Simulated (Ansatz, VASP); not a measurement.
# Cross-check of Ni2P2O7 (Ni2P2O7 (C2/m)) between VASP and Ansatz, part 2 of 2

Aim: how closely do two programs agree when they are given the same cell, functional and k mesh? The cell is taken from a series of runs on this material, whose earlier steps may have relaxed, scaled, displaced or heated it; both programs get it as it stands.

VASP 6.6.1 and Ansatz 0.2.0.

So far: The starting structure; Ansatz: relaxation of cell and atoms, PBEsol, DFT+U.

## (3) VASP: relaxation of cell and atoms, PBEsol, DFT+U

Level of this step: PBEsol, DFT+U (Ni d 4 eV), spin-polarised from an antiferromagnetic start; plane waves and PAW (Ni, P, O) (VASP).

The same cell, functional and mesh now go to VASP, with its own data sets.

Lines of VASP's logs that name or quote its potential files are left out, and so is its time.

INCAR

```
SYSTEM = Ni2P2O7
PREC = Accurate
ENCUT = 600
EDIFF = 1E-07
NELM = 200
ISMEAR = 0
SIGMA = 0.01
LREAL = .FALSE.
ALGO = Normal
GGA = PS
NBANDS = 52
ISPIN = 2
MAGMOM = 1.68 -1.68 -0 -0 -0 -0 -0 -0 -0 0 0
LDAU = .TRUE.
LDAUTYPE = 2
LDAUL = 2 -1 -1
LDAUU = 4 0 0
LDAUJ = 0 0 0
LDAUPRINT = 1
LASPH = .TRUE.
LMAXMIX = 4
LORBIT = 11
LWAVE = .FALSE.
LCHARG = .FALSE.
ISIF = 3
NUPDOWN = 0
IBRION = 2
NSW = 80
EDIFFG = -0.005
GGA_COMPAT = .FALSE.
NELMIN = 4
KPAR = 2
```

POSCAR

```
Ni2P2O7
1.0
    3.2002950000     -4.1085750000      0.0000000000
    3.2002950000      4.1085750000      0.0000000000
   -0.9767450000      0.0000000000      4.3423620000
Ni P O
2 2 7
Direct
    0.3133182776      0.6866818788      0.5000000000
    0.6866820350      0.3133181212      0.5000000000
    0.7790981428      0.7790979865      0.0921394854
    0.2209021698      0.2209020135      0.9078605146
    0.0000001563      0.0000000000      0.0000000000
    0.6200749689      0.6200748126      0.7824402940
    0.3799253437      0.3799251874      0.2175597060
    0.3845007276      0.0755552557      0.7225942932
    0.9244449006      0.6154994287      0.2774057068
    0.6154995850      0.9244447443      0.2774057068
    0.0755554120      0.3845005713      0.7225942932
```

KPOINTS

```
Automatic mesh
0
Gamma
6 6 7
0 0 0
```

Potentials, in the order of the species: Ni, P and O (PBE family, release 64).

Launch:

```
mpirun -np 2 vasp_std
```

Numbers of over 12 decimals in the logs are rounded to 6 here.

The log of the run:

```text
[banner, memory and clock lines left out]
running    2 mpi-ranks, on    1 nodes
 distrk:  each k-point on    1 cores,    2 groups
 distr:  one band on    1 cores,    1 groups

 POSCAR found type information on POSCAR NiP O
 POSCAR found :  3 types and      11 ions
|                                                                             |
|               ----> ADVICE to this user running VASP <----                  |
|                                                                             |
|     You enforced a specific xc type in the INCAR file but a different       |
|     [... a line on the potential file left out ...]
|     I HOPE YOU KNOW WHAT YOU ARE DOING!                                     |
|                                                                             |

 LDA part: xc-table for (Slater+PW92), standard interpolation
 POSCAR, INCAR and KPOINTS ok, starting setup
 FFT: planning ... GRIDC
 FFT: planning ... GRID_SOFT
 FFT: planning ... GRID
 WAVECAR not read
 entering main loop
       N       E                     dE             d eps       ncg     rms          rms(c)
DAV:   1     0.827440921272E+03    0.82744E+03   -0.36990E+04 15808   0.171E+03
DAV:   2     0.294366387509E+02   -0.79800E+03   -0.73242E+03 16776   0.441E+02
DAV:   3    -0.799012417417E+02   -0.10934E+03   -0.10623E+03 18072   0.175E+02
DAV:   4    -0.839221969241E+02   -0.40210E+01   -0.39815E+01 19992   0.345E+01
DAV:   5    -0.840031181624E+02   -0.80921E-01   -0.80691E-01 20136   0.507E+00    0.374E+01
DAV:   6    -0.750189721082E+02    0.89841E+01   -0.48570E+01 21932   0.664E+01    0.274E+01
DAV:   7    -0.762728431809E+02   -0.12539E+01   -0.87021E+00 21844   0.420E+01    0.126E+01
DAV:   8    -0.765835983388E+02   -0.31076E+00   -0.19124E+00 23232   0.177E+01    0.803E+00
DAV:   9    -0.766471385106E+02   -0.63540E-01   -0.27625E-01 21948   0.106E+01    0.255E+00
DAV:  10    -0.766515559985E+02   -0.44175E-02   -0.92741E-02 23956   0.464E+00    0.759E-01
DAV:  11    -0.766554795900E+02   -0.39236E-02   -0.37009E-02 18220   0.164E+00    0.335E-01
DAV:  12    -0.766560779619E+02   -0.59837E-03   -0.95509E-04 20116   0.393E-01    0.156E-01
DAV:  13    -0.766562554783E+02   -0.17752E-03   -0.41361E-04 20804   0.179E-01    0.410E-02
DAV:  14    -0.766562941223E+02   -0.38644E-04   -0.45653E-05 22468   0.113E-01    0.165E-02
DAV:  15    -0.766563014694E+02   -0.73471E-05   -0.19357E-05 22492   0.473E-02    0.114E-02
DAV:  16    -0.766563064907E+02   -0.50213E-05   -0.63661E-06 22184   0.317E-02    0.727E-03
DAV:  17    -0.766563083291E+02   -0.18384E-05   -0.39241E-06 22828   0.182E-02    0.462E-03
DAV:  18    -0.766563092187E+02   -0.88952E-06   -0.14290E-06 23352   0.959E-03    0.300E-03
DAV:  19    -0.766563099788E+02   -0.76018E-06   -0.11614E-06 14996   0.103E-02    0.223E-03
DAV:  20    -0.766563105820E+02   -0.60314E-06   -0.13089E-06 17560   0.923E-03    0.176E-03
DAV:  21    -0.766563110169E+02   -0.43488E-06   -0.10832E-06 13880   0.967E-03    0.116E-03
DAV:  22    -0.766563112727E+02   -0.25584E-06   -0.11206E-06 15856   0.846E-03    0.886E-04
DAV:  23    -0.766563113604E+02   -0.87683E-07   -0.51898E-07 13184   0.584E-03
   1 F= -.76656311E+02 E0= -.76656311E+02  d E =-.766563E+02  mag=    -0.0000
[... from here on, the cycles between the ionic steps are left out ...]
  13 F= -.76700387E+02 E0= -.76700387E+02  d E =-.114227E-03  mag=     0.0000
  14 F= -.76700515E+02 E0= -.76700515E+02  d E =-.241932E-03  mag=     0.0000
  15 F= -.76700551E+02 E0= -.76700551E+02  d E =-.364423E-04  mag=     0.0000
  16 F= -.76700560E+02 E0= -.76700560E+02  d E =-.452366E-04  mag=     0.0000
  17 F= -.76700576E+02 E0= -.76700576E+02  d E =-.152467E-04  mag=     0.0000
  18 F= -.76700582E+02 E0= -.76700582E+02  d E =-.213298E-04  mag=     0.0000
  19 F= -.76700591E+02 E0= -.76700591E+02  d E =-.950862E-05  mag=     0.0000
  20 F= -.76700592E+02 E0= -.76700592E+02  d E =-.103979E-04  mag=     0.0000
  21 F= -.76700596E+02 E0= -.76700596E+02  d E =-.448067E-05  mag=     0.0000
  22 F= -.76700597E+02 E0= -.76700597E+02  d E =-.451727E-05  mag=     0.0000
 curvature:  -0.43 expect dE=-0.555E-05 dE for cont linesearch -0.335E-09
 trial: gam= 0.70470 g(F)=  0.586E-05 g(S)=  0.702E-05 ort = 0.162E-06 (trialstep = 0.474E+00)
 search vector abs. value=  0.298E-04
 bond charge predicted
       N       E                     dE             d eps       ncg     rms          rms(c)
DAV:   1    -0.767006019249E+02   -0.54085E-05   -0.12383E-03 15808   0.175E-01    0.147E-02
DAV:   2    -0.767006026433E+02   -0.71839E-06   -0.31406E-05 19728   0.356E-02    0.821E-03
DAV:   3    -0.767006017800E+02    0.86329E-06   -0.16751E-06 21120   0.878E-03    0.432E-03
DAV:   4    -0.767006016205E+02    0.15948E-06   -0.30425E-07 13992   0.425E-03    0.193E-03
DAV:   5    -0.767006016301E+02   -0.95524E-08   -0.11406E-07  9240   0.220E-03
  23 F= -.76700602E+02 E0= -.76700602E+02  d E =-.510828E-05  mag=     0.0000
 trial-energy change:   -0.000005  1 .order   -0.000005   -0.000006   -0.000004
 step:   1.3885(harm=  1.3885)  dis= 0.00043  next Energy=   -76.700606 (dE=-0.902E-05)
 reached required accuracy - stopping structural energy minimisation
```

OUTCAR, selected parts (step 3):

```text
ion  position               nearest neighbor table
   1  0.313  0.687  0.500-   6 2.02   7 2.02   8 2.05   9 2.05  10 2.19  11 2.19   2 3.07
   2  0.687  0.313  0.500-   7 2.02   6 2.02  10 2.05  11 2.05   8 2.19   9 2.19   1 3.07
   3  0.779  0.779  0.092-   9 1.52  10 1.52   6 1.52   5 1.56
   4  0.221  0.221  0.908-   8 1.52  11 1.52   7 1.52   5 1.56
   5  0.000  0.000  0.000-   3 1.56   4 1.56
   6  0.620  0.620  0.782-   3 1.52   1 2.02   2 2.02
   7  0.380  0.380  0.218-   4 1.52   2 2.02   1 2.02
   8  0.385  0.076  0.723-   4 1.52   1 2.05   2 2.19
   9  0.924  0.615  0.277-   3 1.52   1 2.05   2 2.19
  10  0.615  0.924  0.277-   3 1.52   2 2.05   1 2.19
  11  0.076  0.385  0.723-   4 1.52   2 2.05   1 2.19

  LATTYP: Found a base centered monoclinic cell.
 ALAT       =     6.4005900000
 B/A-ratio  =     1.2838113361
 C/A-ratio  =     0.6953824850
 COS(beta)  =    -0.2194509375

 Subroutine GETGRP returns: Found  4 space group operations
 (whereof  4 operations were pure point group operations)

The static configuration has the point symmetry C_2h.

 Found     76 irreducible k-points:

   k-points           NKPTS =     76   k-points in BZ     NKDIM =     76   number of bands    NBANDS=     52

   dimension x,y,z NGX =    42 NGY =   42 NGZ =   36
   dimension x,y,z NGXF=    84 NGYF=   84 NGZF=   72

   ENCUT  =  600.0 eV  44.10 Ry    6.64 a.u.  10.40 10.40  8.89*2*pi/ulx,y,z

   NELECT =      72.0000    total number of electrons

 k-points in reciprocal lattice and weights: Automatic mesh
   0.00000000  0.00000000  0.00000000       0.004
   0.16666667  0.00000000  0.00000000       0.016
   0.33333333 -0.00000000  0.00000000       0.016
   0.50000000  0.00000000  0.00000000       0.008
   0.16666667  0.16666667  0.00000000       0.008
   0.33333333  0.16666667  0.00000000       0.016
   0.50000000  0.16666667  0.00000000       0.016
  -0.33333333  0.16666667 -0.00000000       0.016
  -0.16666667  0.16666667  0.00000000       0.008
[...]
o =  1.0127  v =  0.0000  0.0000  0.0000  0.0000  0.0000  0.0000 -0.0000  0.1208  0.7491 -0.6514      0.0000  0.0000  0.0000  0.0000  0.0000  0.0000  0.0000  0.0000  0.0000  0.0000
  o =  1.0301  v =  0.0000  0.0000  0.0000  0.0000  0.0000 -0.6029 -0.7978  0.0000 -0.0000  0.0000      0.0000  0.0000  0.0000  0.0000  0.0000  0.0000  0.0000  0.0000  0.0000  0.0000

 average (electrostatic) potential at core
       1 -86.5078       2 -86.5078       3 -85.5311       4 -85.5311       5 -71.7181
       6 -70.4417       7 -70.4417       8 -70.2706       9 -70.2706      10 -70.2706
      11 -70.2706

 E-fermi :   3.7447

 spin component 1
 k-point     1 :       0.0000    0.0000    0.0000
  band No.  band energies     occupation
    ...
     32       2.9128      1.00000
     33       2.9348      1.00000
     34       2.9854      1.00000
     35       3.2386      1.00000
     36       3.2892      1.00000
     37       6.9490      0.00000
     38       7.0748      0.00000
     39       8.6709      0.00000
     40      12.1627      0.00000
     41      12.1676      0.00000
    ...

 k-point     2 :       0.1667    0.0000    0.0000
  band No.  band energies     occupation
    ...
     32       2.8150      1.00000
     33       2.8596      1.00000
     34       3.1047      1.00000
     35       3.2127      1.00000
     36       3.3050      1.00000
     37       6.9634      0.00000
     38       7.1193      0.00000
     39       9.0408      0.00000
     40      11.9129      0.00000
     41      12.1240      0.00000
    ...

 k-point     3 :       0.3333   -0.0000    0.0000
  band No.  band energies     occupation
    ...
     32       2.6738      1.00000
     33       2.7892      1.00000
     34       3.1273      1.00000
     35       3.1938      1.00000
     36       3.4174      1.00000
     37       6.9845      0.00000
     38       7.2064      0.00000
     39       9.9414      0.00000
     40      11.6546      0.00000
     41      11.7294      0.00000
    ...

 k-point     4 :       0.5000    0.0000    0.0000
  band No.  band energies     occupation
    ...
     32       2.6609      1.00000
     33       2.8148      1.00000
     34       3.1135      1.00000
     35       3.1630      1.00000
     36       3.4897      1.00000
     37       6.9920      0.00000
     38       7.2508      0.00000
     39      10.7880      0.00000
     40      11.2593      0.00000
     41      11.4487      0.00000
    ...

 k-point     5 :       0.1667    0.1667    0.0000
  band No.  band energies     occupation
    ...
     32       2.7567      1.00000
     33       2.8772      1.00000
     34       3.0893      1.00000
     35       3.1804      1.00000
     36       3.3485      1.00000
     37       6.9786      0.00000
     38       7.1885      0.00000
     39       9.4906      0.00000
     40      11.7570      0.00000
     41      11.8820      0.00000
    ...

 k-point     6 :       0.3333    0.1667    0.0000
  band No.  band energies     occupation
    ...
     32       2.7052      1.00000
     33       2.8032      1.00000
     34       3.0285      1.00000
     35       3.2916      1.00000
     36       3.4113      1.00000
     37       7.0059      0.00000
     38       7.2692      0.00000
     39      10.3075      0.00000
     40      11.4821      0.00000
     41      11.8401      0.00000
    ...

  Total        0.0220295     -0.0078825      0.0066444      0.0000000      0.0000000      0.0055296
  in kB        0.3117196     -0.1115383      0.0940184      0.0000000      0.0000000      0.0782446
  external PRESSURE =       0.0980666 kB  Pullay stress =       0.0000000 kB

  energy-cutoff  :      600.00
  volume of cell :      113.23
      direct lattice vectors                 reciprocal lattice vectors
     3.181341365 -4.093839194 -0.005929943     0.157232316 -0.122134744  0.035358083
     3.181341365  4.093839194 -0.005929943     0.157232316  0.122134744  0.035358083
    -0.977932456  0.000000000  4.348725203     0.000428806  0.000000000  0.230048875

 POSITION                                       TOTAL-FORCE (eV/Angst)
 -----------------------------------------------------------------------------------
      2.69238      1.52559      2.16843        -0.000000      0.001322     -0.000000
      2.69238     -1.52560      2.16843        -0.000000     -0.001322     -0.000000
      4.85204     -0.00000      0.39745        -0.001675     -0.000000      0.000236
      0.53271     -0.00000      3.93942         0.001675     -0.000000     -0.000236
      0.00000     -0.00000     -0.00000        -0.000000     -0.000000     -0.000000
      3.15843     -0.00000      3.38634        -0.001554     -0.000000     -0.003945
      2.22632     -0.00000      0.95052         0.001554     -0.000000      0.003945
      0.76502     -1.28216      3.13071         0.001426     -0.001018      0.000923
      4.61973     -1.28216      1.20616        -0.001426     -0.001018     -0.000923
      4.61973      1.28216      1.20616        -0.001426      0.001018     -0.000923
      0.76502      1.28216      3.13071         0.001426      0.001018      0.000923
 -----------------------------------------------------------------------------------
    total drift:                               -0.004219      0.005303      0.000046

  FREE ENERGIE OF THE ION-ELECTRON SYSTEM (eV)
  ---------------------------------------------------
  free  energy   TOTEN  =       -76.7006016301 eV

  energy  without entropy=      -76.7006016301  energy(sigma->0) =      -76.70060163

 reached required accuracy - stopping structural energy minimisation

 total charge
# of ion       s       p       d       tot
------------------------------------------
    1        0.315   0.405   8.174   8.894
    2        0.315   0.405   8.174   8.894
    3        0.908   1.500   0.000   2.408
    4        0.908   1.500   0.000   2.408
    5        1.537   3.760   0.000   5.298
    6        1.552   3.614   0.000   5.166
    7        1.552   3.614   0.000   5.166
    8        1.555   3.578   0.000   5.133
    9        1.555   3.578   0.000   5.133
   10        1.555   3.578   0.000   5.133
   11        1.555   3.578   0.000   5.133
--------------------------------------------------
tot         13.309  29.111  16.347  58.767

 magnetization (x)
# of ion       s       p       d       tot
------------------------------------------
    1        0.006   0.004   1.746   1.757
    2       -0.006  -0.004  -1.746  -1.757
    3        0.000   0.000   0.000   0.000
    4        0.000   0.000   0.000   0.000
    5        0.000   0.000   0.000   0.000
    6        0.000   0.000   0.000   0.000
    7        0.000   0.000   0.000   0.000
    8        0.000  -0.001   0.000  -0.001
    9        0.000  -0.001   0.000  -0.001
   10       -0.000   0.001   0.000   0.001
   11       -0.000   0.001   0.000   0.001
--------------------------------------------------
tot          0.000   0.000   0.000   0.000

[... 2 further parts left out ...]
```

The magnetic state follows from one typed start and may not be the lowest. The run keeps the 4 symmetry operations of its start, so it cannot find a distortion of lower symmetry.

## (4) Differences

Known differences besides the potentials themselves: VASP starts from the moments at which Ansatz ended; U acts on the PAW sphere in VASP and on atomic orbitals in Ansatz, so only states and trends compare; fixed occupations in Ansatz, narrow Gaussian smearing in VASP; the data sets hold 88 valence electrons in Ansatz (on its PAW soft_1 files) and 72 in VASP; the cutoff is 420 eV in Ansatz and 600 eV in VASP; Ansatz makes its cores anew for this functional, VASP keeps those of its PBE data sets; site moments are counted in spheres of each program's own size. Total energies have different zeros and are not compared.

The two programs side by side:

| quantity | Ansatz | VASP | difference |
| --- | --- | --- | --- |
| volume (Å³) | 115.34 | 113.23 | +1.86 % |
| edge a after relaxation, in the typed setting (Å) | 5.225 | 5.185 | +0.78 % |
| edge c after relaxation, in the typed setting (Å) | 4.468 | 4.457 | +0.24 % |
| moment on Ni1 (μB) | 1.68 | 1.76 | -0.08 |
| moment on Ni2 (μB) | -1.68 | -1.76 | +0.08 |

## (5) Outcome

```yaml
difference_in_volume_relaxation_of_cell_and_atoms_pbesol_dft_u: 1.9 %
```

**Reading.** The difference in volume is 1.9 % (relaxation of cell and atoms, PBEsol, DFT+U). The data sets hold unlike numbers of valence electrons (88 in Ansatz and 72 in VASP), so part of the differences may come from the potentials. What causes the difference of the relaxation of cell and atoms, PBEsol, DFT+U pair stays open here. How closely two codes agree says nothing of how well the functional describes the real material.

[Lines on the potential files, build, host, timing and source positions are cut from VASP's logs without a mark.]

[Logs are printed without paths, hosts, clocks, repeated set-up lines and the standing remarks that a program may print on its own settings, such as how far it seeks lower states.]

[Hosts, paths, dates, database ids (printed as entryN), source tags and the programs' standing remarks are cut or masked in the printed files.]
